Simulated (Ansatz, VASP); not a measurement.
Given: the input of a run of VASP 6.6.1 on Ti3Fe.

INCAR

```
SYSTEM = Ti3Fe
ALGO = Normal
EDIFF = 1E-7
ENCUT = 520
GGA = PE
ISIF = 2
ISMEAR = -1
ISPIN = 2
LASPH = .True.
LCHARG = .False.
LMAXMIX = 4
LORBIT = 11
LREAL = .False.
LWAVE = .False.
MAGMOM = 3 1 1 1
NBANDS = 34
NELM = 120
PREC = Accurate
SIGMA = 0.05
```

KPOINTS

```
k-points
0
Gamma
  10 10 4
  0 0 0
```

Contents of POSCAR:

```
Ti3Fe
1.0
    2.9580390186      0.0000000000      0.0000000000
   -1.4790195093      2.5617369355      0.0000000000
    0.0000000000      0.0000000000      7.9328739879
Fe Ti
1 3
Direct
    0.6666666667      0.3333333333      0.0000000000
    0.3333333333      0.6666666667      0.7848850000
    0.3333333333      0.6666666667      0.2151150000
    0.6666666667      0.3333333333      0.5000000000
```

Potentials or basis: VASP PAW PBE potentials, release 64 (Fe, Ti_sv).

The run is started by

```bash
$ cat potpaw_PBE.64/Fe/POTCAR potpaw_PBE.64/Ti_sv/POTCAR > POTCAR
$ mpirun -np 1 vasp_std > vasp.out
```

Question: Translate it to Ansatz 0.2.0. Potentials there: Ansatz PAW.

Answer: As run (the cutoff follows the program's own potentials):

Contents of input.yaml:

```yaml
crystal:
  lattice:
    - [2.9580390186, 0.0, 0.0]
    - [-1.4790195093, 2.5617369355, 0.0]
    - [0.0, 0.0, 7.9328739879]
  atoms:
    - { symbol: Fe, position: [0.6666666667, 0.3333333333, 0.0], spin: 3.0 }
    - { symbol: Ti, position: [0.3333333333, 0.6666666667, 0.784885], spin: 1.0 }
    - { symbol: Ti, position: [0.3333333333, 0.6666666667, 0.215115], spin: 1.0 }
    - { symbol: Ti, position: [0.6666666667, 0.3333333333, 0.5], spin: 1.0 }
hamiltonian:
  xc: pbe
  pseudopotentials: { kind: paw }
magnetization:
  spin_polarized: true
kpoints:
  mp_grid: { grid: [10, 10, 4] }
scf:
  occupations: { method: fermi_dirac, width: 0.05 }
output:
  forces: true
  stress: true
  eigenvalues: true
```

Potentials or basis: Ansatz PAW.

The run is started by

```bash
$ ansatz run input.yaml --threads 2 --pin off --max-ram 5120MiB --backend cpu --events-out ev --progress --plain --runs-dir out
```

Both were run:

|  | VASP | Ansatz | Ansatz less VASP |
| --- | --- | --- | --- |
| gap on the k mesh at the Fermi level (eV) | none | none | - |
| pressure (GPa) | 5.8 | 6.2 | +0.39 |
| largest component of the traceless stress (GPa) | 1.10 | 1.19 | +0.087 |
| rms of the force components (eV/Å) | 0.040 | 0.042 | +0.0019 |
| net moment per atom (μB) | 0.04 | 0.04 | 0.000 |
| size of the moment on the site where the two differ most (μB) | 0.07 | 0.06 | -0.009 |

Site moments also hang on the region over which each program counts them. Atom by atom the forces differ by 0.002 eV/Å (rms over components). A gap of «none» marks a metal or a gap that the smearing closes. The two sets of potentials don't hold the same shells in valence.

Caveats: the starting moments weren't kept (Ansatz).
